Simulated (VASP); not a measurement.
Energy against volume of RuAl (CsCl type). These are PBE GGA, VASP's PBE PAW potentials (set 64) (plane waves; VASP) values and carry that method's errors. Numerical set-up: 520 eV cut-off, 12×12×12 Γ-centred mesh, first-order Methfessel-Paxton smearing of 0.10 eV, potentials Al Ru_pv.

```
V (Å³/atom)  E (eV/atom)
-----------  -----------
12.739          -7.09840
13.145          -7.12461
13.552          -7.13254
13.958          -7.12492
```

Fit these four points and predict the energy of the run at 14.365 Å³/atom.

A cubic in V^(−2/3), the third-order Birch-Murnaghan form, passes through the four points with V0 = 13.54 Å³/atom and B0 = 204 GPa, and gives -7.1041 eV/atom there. The run gave -7.1041 eV/atom, -0.0 meV/atom from the fit; all five points give B0 = 204 GPa.

The compound is RuAl in the CsCl type structure. It was relaxed first.
